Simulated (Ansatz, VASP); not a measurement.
## Cross-check of Si5C92 (annealed Voronoi polycrystal of C with 5 % Si on C sites (3 grains at the start)) between VASP and Ansatz

Wanted: the spread between two codes on one cell, functional and k mesh. Of the first pair: The structure shown is the start of the Ansatz relaxation below; VASP solves that cell, so the two are compared at the walk's first step.

Main program and level: Ansatz 0.2.0; plane waves, with VASP 6.6.1 beside it; PBE.

### 1. Starting point

The cell holds 194 atoms: 184 C and 10 Si. Cell: a = 13.409 Å, b = 10.292 Å, c = 11.004 Å, α = 87.3°, β = 89.4°, γ = 91.5°. It derives from C (diamond C). As first built, before any earlier steps moved the atoms or strained the cell (in the runner's words): 3 grains of diamond C (a = 3.566 A), 5 % of C replaced at random by Si at random centres and orientations, cut by Voronoi cells in a periodic box, atoms closer than 1.11 A removed; annealed 10 ps at 2550 K with the Tersoff potential (Tersoff, Phys. Rev. B 39, 5566 (1989)), cooled to 300 K. .

### 2. Ansatz: relaxation, PBE

Ansatz runs on its default PAW (the set named soft_2) files.

The two programs are compared at the cell with which this relaxation starts, whose forces are those of its first step.

The input, input.yaml:

```yaml
crystal:
  lattice:
    - [13.4079, -0.17198, 0.06851]
    - [-0.13541, 10.28828, 0.24029]
    - [0.05762, 0.25669, 11.001]
  atoms:
    - { symbol: C, position: [0.99227, 0.18714, 0.52445] }
    - { symbol: C, position: [0.90948, 0.56803, 0.06127] }
    - { symbol: C, position: [0.99633, 0.1591, 0.39626] }
    - { symbol: C, position: [0.03772, 0.24546, 0.0823] }
    - { symbol: C, position: [0.9902, 0.55555, 0.6411] }
    - { symbol: C, position: [0.00089, 0.69882, 0.66201] }
    - { symbol: C, position: [0.07615, 0.35111, 0.64678] }
    - { symbol: C, position: [0.01758, 0.31496, 0.55448] }
    - { symbol: C, position: [0.08829, 0.48903, 0.6487] }
    - { symbol: C, position: [0.95676, 0.53563, 0.51593] }
    - { symbol: Si, position: [0.00859, 0.49295, 0.94107] }
    - { symbol: C, position: [0.51727, 0.60787, 0.4485] }
    - { symbol: C, position: [0.57249, 0.38105, 0.53576] }
    - { symbol: C, position: [0.72099, 0.57728, 0.20215] }
    - { symbol: C, position: [0.55041, 0.25807, 0.34559] }
    - { symbol: C, position: [0.56268, 0.10835, 0.07201] }
    - { symbol: C, position: [0.64815, 0.12931, 0.13467] }
    - { symbol: C, position: [0.5807, 0.35929, 0.23589] }
    - { symbol: C, position: [0.69025, 0.34063, 0.25052] }
    - { symbol: C, position: [0.66851, 0.0971, 0.35177] }
    - { symbol: C, position: [0.62311, 0.49654, 0.03442] }
    - { symbol: C, position: [0.72345, 0.55581, 0.07093] }
    - { symbol: C, position: [0.80665, 0.57335, 0.99968] }
    - { symbol: Si, position: [0.73636, 0.26841, 0.08648] }
    - { symbol: C, position: [0.87154, 0.33642, 0.12316] }
    - { symbol: C, position: [0.64402, 0.04812, 0.24376] }
    - { symbol: C, position: [0.96544, 0.13019, 0.08912] }
    - { symbol: C, position: [0.67101, 0.41202, 0.72231] }
    - { symbol: C, position: [0.57938, 0.50635, 0.46596] }
    - { symbol: C, position: [0.69883, 0.50019, 0.41516] }
[... 158 atom lines left out ...]
    - { symbol: C, position: [0.41803, 0.94208, 0.59962] }
    - { symbol: C, position: [0.4312, 0.95844, 0.7256] }
    - { symbol: C, position: [0.18979, 0.97151, 0.64583] }
    - { symbol: C, position: [0.43265, 0.05249, 0.51753] }
    - { symbol: C, position: [0.39157, 0.74078, 0.67569] }
    - { symbol: C, position: [0.12318, 0.90442, 0.5761] }
kpoints:
  mp_grid: { grid: [1, 1, 1] }
hamiltonian:
  xc: pbe
scf:
  occupations: { method: gaussian, width: 0.025 }
output:
  forces: true
  eigenvalues: true
  stress: true
relax:
  f_tol: 0.05
  max_steps: 70
```

Command:

```console
$ ansatz run input.yaml --threads 4 --pin off --max-ram 8192MiB --backend cpu --events-out ev --progress --plain --runs-dir out
```

Numbers of over 12 decimals in the logs are rounded to 6 here.

The log of the run:

```text
Warning: output.stress: scf.convergence.dr2_threshold = 1e-7 eV (the SCF's general default) is looser than the 1.08e-8 eV advised for a printed stress (1e-10 eV for each atom of the cell: 194, of which 108 are counted). What an SCF threshold leaves in a stress goes as its square root, and in the free energy as the threshold itself, and one threshold admits the most on a small cell: [figures from the program's tests c [...]
Engine: ansatz 0.2.0, x86_64-unknown-linux-gnu
Pseudopotentials: kind: paw
Pseudopotential: C, paw, valence charge 4, recommended cutoff 420 eV (normal), C.paw.azcp
Pseudopotential: Si, paw, valence charge 4, recommended cutoff 420 eV (normal), Si.paw.azcp
Functional definition: PBE
  parameter kappa = 0.804
  parameter beta = 0.066725
  exchange = pbe_x(kappa = kappa, mu = beta*pi^2/3)
  correlation = pbe_c(beta = beta)
Crystal: 194 atoms, lattice volume = 1516.396 Å³
Basis set: ecut = 420 eV, 29665 PW (Γ), exchange–correlation on 180×144×150 points (8 copies of the dense FFT grid, shifted against one another)
Bands: 582, of which v1, the nominal top of the filled ones, is band 388 counted from 1 (387 counted from 0)
Symmetry: 1 space group operations
Space group: P1 (ITA 1), of the structure as read, at distance tolerance 1.1e-4 Å
k-points: 1
Non-local potential: C, projectors of the file, l = 0: 2, l = 1: 2, l = 2: 1
Non-local potential: Si, projectors of the file, l = 0: 2, l = 1: 2, l = 2: 2
PAW form: soft (Blöchl's): semilocal exchange-correlation on the pseudo side does not see the compensation charge
PAW one-centre angular grid: C, 110 points (default); XC on 64 Gauss nodes
PAW one-centre angular grid: Si, 110 points (default); XC on 64 Gauss nodes
Initial density: superposition of atomic densities (neutral atoms: chi_scale 0, normalization atom), corrected by the library's trained network
Initial wavefunctions: pseudopotential atomic-orbital guess
Functional: x = pbe(κ = 0.804, μ = 0.219515), c = pbe(β = 0.066725)
SCF iter   1: F=—  HF=-52386.459405 eV  |F-HF|=—  |Δ(HF+E_count)|=         —  Δρ=1.44e-2  dr2=5.52e0  ethr=1.77e-3  ⟨swp⟩=6.0  Hψ=2641  notcnv=0  defer=111
preconditioner: auto → Resta (q_TF=auto, 2.440 Å⁻¹)  ε∞=4.3  [insulator: Δε(μ)=0.229 eV  Ē_g=14.551 eV  σ=0.025 eV  W_gap=1.00  n_scr=366 (ndim 8)  ℏωp=26.6 eV  f_vac=0.014  D(μ)=0.00/eV (n_scr^D=0)  ε∞_Penn≈4.3]
SCF iter   2: F=—  HF=-52385.824593 eV  |F-HF|=—  |Δ(HF+E_count)|=   6.35e-1  Δρ=9.52e-3  dr2=3.14e0  ethr=7.11e-4  ⟨swp⟩=2.0  Hψ=676  notcnv=0  defer=188
SCF iter   3: F=—  HF=-52385.712178 eV  |F-HF|=—  |Δ(HF+E_count)|=   1.12e-1  Δρ=6.73e-3  dr2=1.65e0  ethr=4.04e-4  ⟨swp⟩=4.0  Hψ=568  notcnv=0  defer=188
SCF iter   4: F=—  HF=-52385.594147 eV  |F-HF|=—  |Δ(HF+E_count)|=   1.18e-1  Δρ=2.95e-3  dr2=2.45e-1  ethr=2.13e-4  ⟨swp⟩=2.0  Hψ=673  notcnv=0  defer=185
SCF iter   5: F=—  HF=-52385.581622 eV  |F-HF|=—  |Δ(HF+E_count)|=   1.25e-2  Δρ=1.84e-3  dr2=1.07e-1  ethr=3.16e-5  ⟨swp⟩=2.0  Hψ=528  notcnv=0  defer=185
SCF iter   6: F=—  HF=-52385.575935 eV  |F-HF|=—  |Δ(HF+E_count)|=   5.69e-3  Δρ=5.64e-4  dr2=6.93e-3  ethr=1.38e-5  ⟨swp⟩=2.0  Hψ=414  notcnv=0  defer=185
SCF iter   7: F=—  HF=-52385.576266 eV  |F-HF|=—  |Δ(HF+E_count)|=   3.31e-4  Δρ=3.14e-4  dr2=1.84e-3  ethr=8.93e-7  ⟨swp⟩=2.0  Hψ=723  notcnv=0  defer=185
SCF iter   8: F=—  HF=-52385.576712 eV  |F-HF|=—  |Δ(HF+E_count)|=   4.46e-4  Δρ=1.59e-4  dr2=5.44e-4  ethr=2.37e-7  ⟨swp⟩=2.0  Hψ=632  notcnv=0  defer=185
SCF iter   9: F=—  HF=-52385.576884 eV  |F-HF|=—  |Δ(HF+E_count)|=   1.72e-4  Δρ=6.49e-5  dr2=1.10e-4  ethr=7.01e-8  ⟨swp⟩=3.0  Hψ=742  notcnv=0  defer=185
SCF iter  10: F=-52385.576920 eV  HF=-52385.576926 eV  |F-HF|=5.70e-6  |Δ(HF+E_count)|=   4.22e-5  Δρ=3.33e-5  dr2=3.12e-5  ethr=8.05e-9  ⟨swp⟩=14.0  Hψ=3540  notcnv=0
SCF 1 converged in 10 iterations: F = -52385.576920 eV  dr2 = 3.12e-5
  greatest PAW one-centre occupation: 0.702 electrons in one spin orbital (limit 2), on the C atom at site 101 (counted from 0), in its partial waves of l = 0
[...]
- { symbol: C, position: [0.450180, 0.926125, 0.050767] }
    - { symbol: C, position: [0.229774, 0.742852, 0.435638] }
    - { symbol: C, position: [0.207250, 0.639914, 0.346270] }
    - { symbol: C, position: [0.201246, 0.504548, 0.365986] }
    - { symbol: C, position: [0.184145, 0.428019, 0.264354] }
    - { symbol: C, position: [0.178485, 0.687543, 0.235001] }
    - { symbol: C, position: [0.194559, 0.612059, 0.129549] }
    - { symbol: C, position: [0.568114, 0.938741, 0.229549] }
    - { symbol: Si, position: [0.606153, 0.799422, 0.140126] }
    - { symbol: C, position: [0.465400, 0.785094, 0.094614] }
    - { symbol: C, position: [0.416568, 0.596437, 0.228677] }
    - { symbol: C, position: [0.448867, 0.503274, 0.134467] }
    - { symbol: C, position: [0.390189, 0.374432, 0.135164] }
    - { symbol: C, position: [0.201448, 0.478778, 0.143444] }
    - { symbol: C, position: [0.185153, 0.294428, 0.275138] }
    - { symbol: Si, position: [0.169522, 0.225597, 0.129850] }
    - { symbol: C, position: [0.279492, 0.886072, 0.117860] }
    - { symbol: C, position: [0.050393, 0.846689, 0.193092] }
    - { symbol: C, position: [0.554091, 0.585903, 0.962340] }
    - { symbol: C, position: [0.474826, 0.698693, 0.992999] }
    - { symbol: C, position: [0.235731, 0.380622, 0.056376] }
    - { symbol: C, position: [0.449527, 0.559763, 0.00621546] }
    - { symbol: C, position: [0.397378, 0.465947, 0.934598] }
    - { symbol: C, position: [0.343199, 0.359241, 0.014321] }
    - { symbol: C, position: [0.538430, 0.630949, 0.828919] }
    - { symbol: C, position: [0.645368, 0.365000, 0.971323] }
[...]
- { symbol: Si, position: [0.301760, 0.506349, 0.821972] }
[...]
- { symbol: Si, position: [0.706677, 0.159787, 0.683828] }
[...]
- { symbol: Si, position: [0.312594, 0.876007, 0.874035] }
[...]
- { symbol: C, position: [0.613194, 0.026923, 0.451215] }
    - { symbol: C, position: [0.616244, 0.748815, 0.614460] }
    - { symbol: C, position: [0.417645, 0.940835, 0.599641] }
    - { symbol: C, position: [0.430866, 0.957017, 0.725968] }
    - { symbol: C, position: [0.189780, 0.971489, 0.647251] }
    - { symbol: C, position: [0.433051, 0.051046, 0.517153] }
    - { symbol: C, position: [0.389565, 0.739553, 0.675937] }
    - { symbol: C, position: [0.121854, 0.905956, 0.577183] }
```

### 3. VASP: single point, PBE, start cell, pair 1

The same cell, functional, mesh and smearing now go to VASP, with its own data sets.

Lines of VASP's logs that name or quote its potential files are left out, and so is its time.

The input, INCAR:

```
SYSTEM = Si5C92
PREC = Accurate
ENCUT = 520
EDIFF = 1E-06
NELM = 120
ISMEAR = 0
SIGMA = 0.025
LREAL = Auto
ALGO = Normal
GGA = PE
NBANDS = 523
LORBIT = 11
LWAVE = .FALSE.
LCHARG = .FALSE.
ISIF = 2
LASPH = .TRUE.
GGA_COMPAT = .FALSE.
EFERMI = MIDGAP
```

The input, POSCAR:

```
Si5C92
1.0
   13.4079000000     -0.1719800000      0.0685100000
   -0.1354100000     10.2882800000      0.2402900000
    0.0576200000      0.2566900000     11.0010000000
C Si
184 10
Direct
    0.9922673709      0.1871381405      0.5244479901
    0.9094777838      0.5680332715      0.0612670632
    0.9963313458      0.1590969647      0.3962559704
    0.0377162623      0.2454600742      0.0822956511
    0.9901987917      0.5555476503      0.6411025303
    0.0008936144      0.6988166354      0.6620143741
    0.0761473326      0.3511057351      0.6467790155
    0.0175791639      0.3149597670      0.5544781355
    0.0882868589      0.4890291586      0.6486994501
    0.9567569671      0.5356297639      0.5159300158
    0.5172673427      0.6078696381      0.4485044104
    0.5724928709      0.3810483976      0.5357618756
    0.7209869717      0.5772786658      0.2021535217
    0.5504091990      0.2580653733      0.3455941221
    0.5626774464      0.1083547750      0.0720129442
    0.6481514918      0.1293122106      0.1346716399
    0.5806994590      0.3592941799      0.2358859632
    0.6902490234      0.3406306275      0.2505191261
    0.6685072850      0.0970981489      0.3517742798
    0.6231067319      0.4965383538      0.0344239393
    0.7234522287      0.5558084302      0.0709281956
    0.8066465506      0.5733533247      0.9996787178
    0.8715427623      0.3364191780      0.1231572076
    0.6440211089      0.0481215260      0.2437610210
    0.9654378766      0.1301928619      0.0891167901
    0.6710127875      0.4120213692      0.7223092718
    0.5793834764      0.5063465277      0.4659609518
    0.6988275374      0.5001922521      0.4151560885
    0.6810506562      0.5583105353      0.6983987620
    0.7158504281      0.6575254448      0.5863339967
[... 158 atom lines left out ...]
    0.0314781370      0.0143660045      0.2080803041
    0.6058307375      0.8025041456      0.1414290351
    0.1695178102      0.2266634307      0.1304173602
    0.3025987203      0.5072429319      0.8238872428
    0.7061703990      0.1571815366      0.6841697223
    0.3137333218      0.8768377810      0.8734397582
```

The input, KPOINTS:

```
Automatic mesh
0
Gamma
1 1 1
0 0 0
```

PAW data sets: C and Si (PBE family, release 64).

Command:

```console
$ export OMP_NUM_THREADS=3
$ mpirun -np 1 vasp_gam
```

The log of the run:

```text
[banner, memory and clock lines left out]
running    1 mpi-ranks, on    1 nodes
[...]
Offloading initialized ...    1 GPUs detected
[...]
LDA part: xc-table for (Slater+PW92), standard interpolation
 POSCAR, INCAR and KPOINTS ok, starting setup
[...]
entering main loop
       N       E                     dE             d eps       ncg     rms          rms(c)
DAV:   1     0.529456549655E+04    0.52946E+04   -0.45606E+05  1054   0.149E+03
DAV:   2    -0.117254117975E+04   -0.64671E+04   -0.60723E+04  1305   0.340E+02
DAV:   3    -0.169297808997E+04   -0.52044E+03   -0.50505E+03  1284   0.932E+01
DAV:   4    -0.170812978206E+04   -0.15152E+02   -0.15004E+02  1244   0.168E+01
[...]
DAV:  18    -0.160594304642E+04   -0.97472E-05   -0.19715E-05  1196   0.664E-03    0.726E-03
DAV:  19    -0.160594304881E+04   -0.23875E-05   -0.55733E-06  1196   0.351E-03    0.281E-03
DAV:  20    -0.160594304901E+04   -0.20126E-06   -0.90433E-07   732   0.146E-03
   1 F= -.16059430E+04 E0= -.16059430E+04  d E =-.492583E-06
```

OUTCAR, selected parts (step 3):

```text
  FREE ENERGIE OF THE ION-ELECTRON SYSTEM (eV)
  ---------------------------------------------------
  free  energy   TOTEN  =     -1605.9430490093 eV

  energy  without entropy=    -1605.9430485167  energy(sigma->0) =    -1605.94304876
```

The run ends at a pressure of 9.49 GPa, with forces up to 0.61 eV/Å.

### 4. Side by side

Known differences besides the potentials themselves: the cutoff is 420 eV in Ansatz and 520 eV in VASP (PREC = Accurate, projectors in real space). Total energies have different zeros and are not compared.

Forces on 10 of the 194 atoms, those with the largest forces and the largest differences (eV/Å; atoms numbered as in POSCAR):

| atom | Ansatz x, y, z | VASP x, y, z |
| --- | --- | --- |
| C9 | -0.012, 0.112, 0.476 | -0.022, 0.115, 0.515 |
| C16 | 0.412, 0.177, -0.012 | 0.456, 0.212, -0.022 |
| C19 | 0.412, 0.049, 0.235 | 0.443, 0.056, 0.247 |
| C23 | -0.339, -0.245, -0.248 | -0.384, -0.266, -0.270 |
| C25 | -0.124, -0.384, -0.119 | -0.144, -0.448, -0.132 |
| C41 | -0.146, -0.113, -0.396 | -0.174, -0.127, -0.442 |
| C97 | 0.418, -0.222, 0.158 | 0.459, -0.237, 0.170 |
| C99 | 0.324, 0.040, -0.054 | 0.392, 0.037, -0.073 |
| C151 | 0.057, -0.251, 0.116 | 0.057, -0.315, 0.126 |
| C165 | -0.373, 0.229, -0.347 | -0.410, 0.257, -0.367 |

The forces differ by 18 meV/Å r.m.s., which is 11.0 % of the r.m.s. force of 0.167 eV/Å (both taken over all components).

### 5. Ansatz: relaxation, PBE

This run makes the geometry at which the two programs are then compared.

The structure compared here is the end of the Ansatz relaxation.

This is the run of step 2 again, met here at its other cell.

### 6. VASP: single point, PBE, relaxed atoms in a fixed cell, pair 2

The same cell, functional, mesh and smearing now go to VASP, with its own data sets.

Edit INCAR of step 3 so:

```diff
@@ -2,3 +2,3 @@
 PREC = Accurate
-ENCUT = 520
+ENCUT = 600
 EDIFF = 1E-06
```

The input, POSCAR:

```
Si5C92
1.0
   13.4079000000     -0.1719800000      0.0685100000
   -0.1354100000     10.2882800000      0.2402900000
    0.0576200000      0.2566900000     11.0010000000
C Si
184 10
Direct
    0.9964900000      0.1879400000      0.5251300000
    0.9090200000      0.5694700000      0.0603100000
    0.9985800000      0.1601500000      0.3964400000
    0.0374700000      0.2460000000      0.0831900000
    0.9906500000      0.5574800000      0.6421100000
    0.0006700000      0.7003900000      0.6626200000
    0.0754000000      0.3520300000      0.6523500000
    0.0193700000      0.3169700000      0.5558700000
    0.0892400000      0.4907500000      0.6557500000
    0.9591400000      0.5379700000      0.5159800000
    0.5174400000      0.6066800000      0.4466300000
    0.5717300000      0.3785500000      0.5328600000
    0.7224900000      0.5766600000      0.2019800000
    0.5487200000      0.2539000000      0.3421700000
    0.5661400000      0.1061300000      0.0688300000
    0.6519000000      0.1270000000      0.1329900000
    0.5801700000      0.3568100000      0.2350200000
    0.6909000000      0.3391800000      0.2493300000
    0.6703800000      0.0951100000      0.3507700000
    0.6229900000      0.4964700000      0.0342700000
    0.7231400000      0.5560500000      0.0707100000
    0.8062600000      0.5748700000      0.9991200000
    0.8712500000      0.3371600000      0.1230200000
    0.6476700000      0.0441600000      0.2418800000
    0.9651600000      0.1297100000      0.0897700000
    0.6719000000      0.4113100000      0.7199800000
    0.5800100000      0.5045000000      0.4636400000
    0.6995200000      0.4997200000      0.4155000000
    0.6810500000      0.5583800000      0.6963900000
    0.7163100000      0.6585100000      0.5854100000
[... 158 atom lines left out ...]
    0.0311400000      0.0156900000      0.2085600000
    0.6061500000      0.7994200000      0.1401300000
    0.1695200000      0.2256000000      0.1298500000
    0.3017600000      0.5063500000      0.8219700000
    0.7066800000      0.1597900000      0.6838300000
    0.3125900000      0.8760100000      0.8740300000
```

KPOINTS is that of step 3.

The log of the run:

```text
[... set-up lines as in an earlier step ...]
 entering main loop
       N       E                     dE             d eps       ncg     rms          rms(c)
DAV:   1     0.571512872454E+04    0.57151E+04   -0.49604E+05  1054   0.168E+03
DAV:   2    -0.112511666613E+04   -0.68402E+04   -0.64148E+04  1305   0.356E+02
DAV:   3    -0.168894633750E+04   -0.56383E+03   -0.54735E+03  1284   0.976E+01
DAV:   4    -0.170546158085E+04   -0.16515E+02   -0.16363E+02  1260   0.177E+01
[...]
DAV:  18    -0.160671633852E+04   -0.10361E-04   -0.18598E-05  1188   0.643E-03    0.648E-03
DAV:  19    -0.160671634015E+04   -0.16363E-05   -0.43522E-06  1100   0.318E-03    0.256E-03
DAV:  20    -0.160671634033E+04   -0.18087E-06   -0.73070E-07   700   0.133E-03
   1 F= -.16067163E+04 E0= -.16067163E+04  d E =-.670025E-07
```

Parts of OUTCAR (step 6):

```text
  FREE ENERGIE OF THE ION-ELECTRON SYSTEM (eV)
  ---------------------------------------------------
  free  energy   TOTEN  =     -1606.7163403327 eV

  energy  without entropy=    -1606.7163402657  energy(sigma->0) =    -1606.71634030
```

The run ends at a pressure of 6.69 GPa, with forces up to 0.063 eV/Å.

### 7. Comparison

What differs besides the data sets and the points named for the pairs above, as far as they apply: the cutoff is 420 eV in Ansatz and 600 eV in VASP (PREC = Accurate, projectors in real space). Total energies have different zeros and are not compared.

The two programs side by side:

| quantity | Ansatz | VASP | difference |
| --- | --- | --- | --- |
| pressure (GPa) | 6.70 | 6.69 | +0.01 |
| gap on the k mesh (eV) | 0.180 | 0.180 | 0.000 |

The largest component of a force difference here is 56 meV/Å. A gap on the mesh is an upper bound, since the band edges may lie between its points.

### 8. Results

```yaml
r_m_s_force_difference_single_point_pbe_start_cell_pair_1: 18 meV/Å
r_m_s_force_difference_single_point_pbe_relaxed_atoms_in_a_fixed_cell_pair_2: 17 meV/Å
```

The r.m.s. force difference is 18 meV/Å (single point, PBE, start cell, pair 1), beyond the 12 meV/Å picked in this series as the mark of a large difference. What causes the difference of the single point, PBE, start cell, pair 1 pair stays open here. What causes the difference of the single point, PBE, relaxed atoms in a fixed cell, pair 2 pair stays open here. Such differences can come from data sets, numerical settings and the points named under the comparisons, not from the functional's error against experiment.

[Lines on the potential files, build, host, timing and source positions are cut from VASP's logs without a mark.]

[Logs are printed without paths, hosts, clocks, repeated set-up lines and the standing remarks that a program may print on its own settings, such as how far it seeks lower states.]

[Hosts, paths, dates, database ids (printed as entryN), source tags and the programs' standing remarks are cut or masked in the printed files.]
